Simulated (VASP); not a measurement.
Here is the system:

```
C
1.0
    0.00000     1.78672     1.78672
    1.78672     0.00000     1.78672
    1.78672     1.78672     0.00000
C
2
Direct
  0.00000   0.00000   0.00000
  0.25000   0.25000   0.25000
```

The numbers are results of Hartree-Fock, VASP's PBE PAW potentials (set 64) (plane waves; VASP), not measurements. Run with 520 eV cut-off, 10×10×10 Γ-centred mesh, Gaussian smearing of 0.050 eV, potentials C.

Task: Give the stress tensor in GPa (positive for a compressed cell).

Result: 
```
-8.19   0.00   0.00
 0.00  -8.19   0.00
 0.00   0.00  -8.19
```
The pressure is its mean diagonal, -8.19 GPa.

The compound is C in the diamond structure. It was relaxed first. The cell's shape comes from a PBE relaxation.
